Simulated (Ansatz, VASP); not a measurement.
## One calculation of ZnAg, two programs

```
Zn Ag
1.0
     3.17690    0.00000    0.00000
     0.00000    3.17690    0.00000
     0.00000    0.00000    3.17690
Zn Ag
1 1
Direct
  0.50000 0.50000 0.50000
  0.00000 0.00000 0.00000
```

Change from the starting cell: volume scaled by 1.02.

Alike in both runs: task single point; functional LDA; k mesh 12 × 12 × 12; occupations fermi-dirac, width 0.03 eV; no spin polarisation.

|  | VASP | Ansatz |
| --- | --- | --- |
| version | VASP 6.6.1 | Ansatz 0.2.0 |
| potentials or method | VASP PAW LDA potentials, release 64 (Zn, Ag), cutoff 520 eV | all-electron LAPW, scalar-relativistic |

VASP gave:

| Property | Result |
| --- | --- |
| pressure (GPa) | -9.2 |

Question: Estimate Ansatz's values.

Answer: Pressure (GPa): -9.7.

Ansatz ran all-electron here, so the differences hold the error of VASP's frozen core and of both bases.
